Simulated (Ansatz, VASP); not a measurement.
# Cross-check of YBiS3 between VASP and Ansatz, part 2 of 2

Wanted: the spread between two codes on one cell, functional and k mesh. The cell is generated by rule, not measured, and may not be a known phase. The cell is taken from a series of runs on this material, whose earlier steps may have relaxed, scaled, displaced or heated it; both programs get it as it stands.

VASP 6.6.1 and Ansatz 0.2.0.

So far: Starting point; Ansatz: relaxation of cell and atoms, PBEsol.

### Step 3. VASP: relaxation of cell and atoms, PBEsol

Level of this step: PBEsol; plane waves and PAW (Bi_d, Y_sv, S); invented cell (VASP).

The same cell, functional, mesh and smearing now go to VASP, with its own data sets.

Lines of VASP's logs that name or quote its potential files are left out, and so is its time.

Contents of INCAR:

```
SYSTEM = YBiS3
PREC = Accurate
ENCUT = 500
EDIFF = 1E-07
NELM = 120
ISMEAR = 0
SIGMA = 0.1
LREAL = .FALSE.
ALGO = Normal
GGA = PS
NBANDS = 28
LASPH = .TRUE.
LORBIT = 11
LWAVE = .FALSE.
LCHARG = .FALSE.
ISIF = 3
IBRION = 2
NSW = 80
EDIFFG = -0.005
GGA_COMPAT = .FALSE.
NELMIN = 4
KPAR = 2
```

Contents of POSCAR:

```
YBiS3
1.0
    5.1004700000      0.0000000000      0.0000000000
    0.0000000000      5.1004700000      0.0000000000
    0.0000000000      0.0000000000      5.1004700000
Bi Y S
1 1 3
Direct
    0.0000000000      0.0000000000      0.0000000000
    0.5000000000      0.5000000000      0.5000000000
    0.5000000000      0.5000000000      0.0000000000
    0.5000000000      0.0000000000      0.5000000000
    0.0000000000      0.5000000000      0.5000000000
```

Contents of KPOINTS:

```
Automatic mesh
0
Gamma
8 8 8
0 0 0
```

Potentials, in the order of the species: Bi_d, Y_sv and S (PBE family, release 64).

On the command line:

```sh
$ mpirun -np 2 vasp_std
```

Numbers of over 12 decimals in the logs are rounded to 6 here.

The program printed:

```text
[banner, memory and clock lines left out]
running    2 mpi-ranks, on    1 nodes
 distrk:  each k-point on    1 cores,    2 groups
 distr:  one band on    1 cores,    1 groups

 POSCAR found type information on POSCAR BiY S
 POSCAR found :  3 types and       5 ions
|                                                                             |
|               ----> ADVICE to this user running VASP <----                  |
|                                                                             |
|     You enforced a specific xc type in the INCAR file but a different       |
|     [... a line on the potential file left out ...]
|     I HOPE YOU KNOW WHAT YOU ARE DOING!                                     |
|                                                                             |

 LDA part: xc-table for (Slater+PW92), standard interpolation
 POSCAR, INCAR and KPOINTS ok, starting setup
 FFT: planning ... GRIDC
 FFT: planning ... GRID_SOFT
 FFT: planning ... GRID
 WAVECAR not read
 entering main loop
       N       E                     dE             d eps       ncg     rms          rms(c)
DAV:   1     0.359974912400E+03    0.35997E+03   -0.20407E+04  1960   0.149E+03
DAV:   2     0.865484822234E+01   -0.35132E+03   -0.34020E+03  2216   0.376E+02
DAV:   3    -0.287903934806E+02   -0.37445E+02   -0.36285E+02  2868   0.117E+02
DAV:   4    -0.311164877855E+02   -0.23261E+01   -0.23204E+01  3244   0.240E+01
DAV:   5    -0.311826767397E+02   -0.66189E-01   -0.66167E-01  2688   0.355E+00    0.473E+01
DAV:   6    -0.268665278452E+02    0.43161E+01   -0.10983E+01  2052   0.154E+01    0.319E+01
DAV:   7    -0.268263554920E+02    0.40172E-01   -0.13373E+00  2940   0.491E+00    0.102E+01
DAV:   8    -0.269622751099E+02   -0.13592E+00   -0.15558E+00  2288   0.469E+00    0.198E+00
DAV:   9    -0.267748127569E+02    0.18746E+00   -0.78065E-01  2144   0.294E+00    0.627E-01
DAV:  10    -0.267747659320E+02    0.46825E-04   -0.25527E-02  2108   0.705E-01    0.398E-01
DAV:  11    -0.267737606185E+02    0.10053E-02   -0.69272E-03  2644   0.354E-01    0.966E-02
DAV:  12    -0.267736517479E+02    0.10887E-03   -0.87031E-04  2480   0.134E-01    0.424E-02
DAV:  13    -0.267736511648E+02    0.58312E-06   -0.46901E-05  2604   0.293E-02    0.458E-02
DAV:  14    -0.267736498129E+02    0.13519E-05   -0.76423E-06  2428   0.132E-02    0.267E-02
DAV:  15    -0.267736500501E+02   -0.23724E-06   -0.40075E-06  2644   0.947E-03    0.831E-03
DAV:  16    -0.267736498134E+02    0.23673E-06   -0.51152E-07  2020   0.456E-03    0.460E-03
DAV:  17    -0.267736498330E+02   -0.19615E-07   -0.16137E-07  1724   0.244E-03
   1 F= -.26773650E+02 E0= -.26763330E+02  d E =-.267736E+02
 curvature:   0.00 expect dE= 0.000E+00 dE for cont linesearch  0.000E+00
 trial: gam= 0.00000 g(F)=  0.000E+00 g(S)=  0.130E-03 ort = 0.000E+00 (trialstep = 0.100E+01)
 search vector abs. value=  0.130E-03
 bond charge predicted
       N       E                     dE             d eps       ncg     rms          rms(c)
DAV:   1    -0.267747369951E+02   -0.10872E-02   -0.30510E-02  2360   0.150E+00    0.302E-01
DAV:   2    -0.267739327758E+02    0.80422E-03   -0.28358E-03  2480   0.370E-01    0.107E-01
DAV:   3    -0.267737127275E+02    0.22005E-03   -0.76251E-04  2480   0.201E-01    0.826E-02
DAV:   4    -0.267736615368E+02    0.51191E-04   -0.35010E-04  3116   0.995E-02    0.604E-02
DAV:   5    -0.267736666274E+02   -0.50905E-05   -0.18774E-05  2440   0.178E-02    0.562E-02
DAV:   6    -0.267736790021E+02   -0.12375E-04   -0.24637E-05  3008   0.205E-02    0.309E-02
DAV:   7    -0.267736767921E+02    0.22100E-05   -0.33885E-06  2724   0.801E-03    0.490E-03
DAV:   8    -0.267736772889E+02   -0.49681E-06   -0.24864E-07  2032   0.252E-03    0.994E-03
DAV:   9    -0.267736778601E+02   -0.57120E-06   -0.20276E-07  1860   0.215E-03    0.819E-04
DAV:  10    -0.267736778805E+02   -0.20430E-07   -0.24665E-08  1060   0.927E-04
   2 F= -.26773678E+02 E0= -.26763394E+02  d E =-.280475E-04
 trial-energy change:   -0.000028  1 .order   -0.000031   -0.000130    0.000068
 step:   0.6360(harm=  0.6549)  dis= 0.00000  next Energy=   -26.773690 (dE=-0.406E-04)
 bond charge predicted
       N       E                     dE             d eps       ncg     rms          rms(c)
DAV:   1    -0.267738309405E+02   -0.15308E-03   -0.40478E-03  2356   0.546E-01    0.110E-01
DAV:   2    -0.267737276493E+02    0.10329E-03   -0.37578E-04  2480   0.135E-01    0.389E-02
DAV:   3    -0.267736980915E+02    0.29558E-04   -0.10124E-04  2468   0.733E-02    0.301E-02
DAV:   4    -0.267736907251E+02    0.73664E-05   -0.46595E-05  3096   0.364E-02    0.220E-02
DAV:   5    -0.267736908154E+02   -0.90333E-07   -0.24864E-06  2420   0.663E-03    0.205E-02
DAV:   6    -0.267736895943E+02    0.12212E-05   -0.32959E-06  3032   0.743E-03    0.112E-02
DAV:   7    -0.267736901679E+02   -0.57364E-06   -0.43006E-07  2232   0.291E-03    0.184E-03
DAV:   8    -0.267736900996E+02    0.68278E-07   -0.34724E-08  1040   0.104E-03
   3 F= -.26773690E+02 E0= -.26763391E+02  d E =-.402666E-04
 curvature:  -0.33 expect dE=-0.286E-07 dE for cont linesearch -0.286E-07
 trial: gam= 0.00000 g(F)=  0.703E-66 g(S)=  0.875E-07 ort =-0.337E-05 (trialstep = 0.927E+00)
 search vector abs. value=  0.876E-07
 reached required accuracy - stopping structural energy minimisation
```

From OUTCAR (step 3):

```text
ion  position               nearest neighbor table
   1  0.000  0.000  0.000-
   2  0.500  0.500  0.500-   3 2.55   4 2.55   5 2.55   3 2.55   4 2.55   5 2.55
   3  0.500  0.500  0.000-   2 2.55   2 2.55
   4  0.500  0.000  0.500-   2 2.55   2 2.55
   5  0.000  0.500  0.500-   2 2.55   2 2.55

  LATTYP: Found a simple cubic cell.
 ALAT       =     5.1004700000

 Subroutine GETGRP returns: Found 48 space group operations
 (whereof 48 operations were pure point group operations)

The static configuration has the point symmetry O_h .

 Found     35 irreducible k-points:

   k-points           NKPTS =     35   k-points in BZ     NKDIM =     35   number of bands    NBANDS=     28

   dimension x,y,z NGX =    40 NGY =   40 NGZ =   40
   dimension x,y,z NGXF=    80 NGYF=   80 NGZF=   80

   ENCUT  =  500.0 eV  36.75 Ry    6.06 a.u.   9.30  9.30  9.30*2*pi/ulx,y,z

   NELECT =      44.0000    total number of electrons

 k-points in reciprocal lattice and weights: Automatic mesh
   0.00000000  0.00000000  0.00000000       0.002
   0.12500000  0.00000000  0.00000000       0.012
   0.25000000  0.00000000  0.00000000       0.012
   0.37500000  0.00000000  0.00000000       0.012
   0.50000000  0.00000000  0.00000000       0.006
   0.12500000  0.12500000  0.00000000       0.023
   0.25000000  0.12500000  0.00000000       0.047
   0.37500000  0.12500000  0.00000000       0.047
   0.50000000  0.12500000  0.00000000       0.023
[...]
0.50000000  0.50000000  0.37500000       0.012
   0.50000000  0.50000000  0.50000000       0.002

 average (electrostatic) potential at core
       1-108.4346       2 -34.9654       3 -86.9395       4 -86.9395       5 -86.9395

 E-fermi :   3.4974

 k-point     1 :       0.0000    0.0000    0.0000
  band No.  band energies     occupation
    ...
     18       2.5614      2.00000
     19       2.5614      2.00000
     20       3.1337      2.00000
     21       3.1337      2.00000
     22       3.1337      2.00000
     23       5.2997      0.00000
     24       5.2997      0.00000
     25       5.2997      0.00000
     26       5.9736      0.00000
     27       5.9736      0.00000
    ...

 k-point     2 :       0.1250    0.0000    0.0000
  band No.  band energies     occupation
    ...
     18       2.4407      2.00000
     19       2.4940      2.00000
     20       2.7799      2.00000
     21       3.0901      2.00000
     22       3.0901      2.00000
     23       4.9375      0.00000
     24       5.1716      0.00000
     25       5.1716      0.00000
     26       5.9943      0.00000
     27       6.3029      0.00000
    ...

 k-point     3 :       0.2500    0.0000    0.0000
  band No.  band energies     occupation
    ...
     18       2.1068      2.00000
     19       2.1585      2.00000
     20       2.3421      2.00000
     21       3.0952      2.00000
     22       3.0952      2.00000
     23       4.1937      0.00000
     24       4.8676      0.00000
     25       4.8676      0.00000
     26       6.0460      0.00000
     27       7.0884      0.00000
    ...

  Total        0.0017389      0.0017389      0.0017389     -0.0000000      0.0000000     -0.0000000
  in kB        0.0210225      0.0210225      0.0210225     -0.0000000      0.0000000     -0.0000000
  external PRESSURE =       0.0210225 kB  Pullay stress =       0.0000000 kB

  energy-cutoff  :      500.00
  volume of cell :      132.52
      direct lattice vectors                 reciprocal lattice vectors
     5.098372494 -0.000000000  0.000000000     0.196141024 -0.000000000  0.000000000
     0.000000000  5.098372494  0.000000000     0.000000000  0.196141024 -0.000000000
    -0.000000000  0.000000000  5.098372494    -0.000000000 -0.000000000  0.196141024

 POSITION                                       TOTAL-FORCE (eV/Angst)
 -----------------------------------------------------------------------------------
      0.00000      0.00000      0.00000        -0.000000     -0.000000      0.000000
      2.54919      2.54919      2.54919         0.000000     -0.000000      0.000000
      2.54919      2.54919      0.00000        -0.000000      0.000000      0.000000
      2.54919     -0.00000      2.54919        -0.000000      0.000000      0.000000
      0.00000      2.54919      2.54919        -0.000000      0.000000      0.000000
 -----------------------------------------------------------------------------------
    total drift:                                0.000000      0.000000     -0.000000

  FREE ENERGIE OF THE ION-ELECTRON SYSTEM (eV)
  ---------------------------------------------------
  free  energy   TOTEN  =       -26.7736900996 eV

  energy  without entropy=      -26.7530924959  energy(sigma->0) =      -26.76339130

 reached required accuracy - stopping structural energy minimisation

 total charge
# of ion       s       p       d       f       tot
--------------------------------------------------
    1        1.601   0.831   9.912   0.000  12.344
    2        2.225   6.630   1.172   0.126  10.153
    3        1.352   2.348   0.000   0.000   3.699
    4        1.352   2.348   0.000   0.000   3.699
    5        1.352   2.348   0.000   0.000   3.699
--------------------------------------------------
tot          7.881  14.504  11.084   0.126  33.594

[... 3 further parts left out ...]
```

### Step 4. Side by side

Known differences besides the potentials themselves: the cutoff is 420 eV in Ansatz and 500 eV in VASP; Ansatz makes its cores anew for this functional, VASP keeps those of its PBE data sets; Ansatz adds a Pulay correction to the stress that steers its cell, VASP none. Total energies have different zeros and are not compared.

Compared:

| quantity | Ansatz | VASP | difference |
| --- | --- | --- | --- |
| volume (Å³) | 132.69 | 132.52 | +0.12 % |
| edge a after relaxation, in the typed setting (Å) | 5.101 | 5.098 | +0.04 % |

### Step 5. Outcome

| Quantity | Value |
| --- | --- |
| difference in volume (relaxation of cell and atoms, PBEsol) | 0.12 % |

The difference in volume is 0.12 % (relaxation of cell and atoms, PBEsol), within the 1.2 % picked in this series as the mark of a large difference, as far as the stopping tolerances let one tell. 1 further run of this series is not shown here. Such differences can come from data sets, numerical settings and the points named under the comparisons, not from the functional's error against experiment.

[Lines on the potential files, build, host, timing and source positions are cut from VASP's logs without a mark.]

[Logs are printed without paths, hosts, clocks, repeated set-up lines and the standing remarks that a program may print on its own settings, such as how far it seeks lower states.]

[Hosts, paths, dates, database ids (printed as entryN), source tags and the programs' standing remarks are cut or masked in the printed files.]
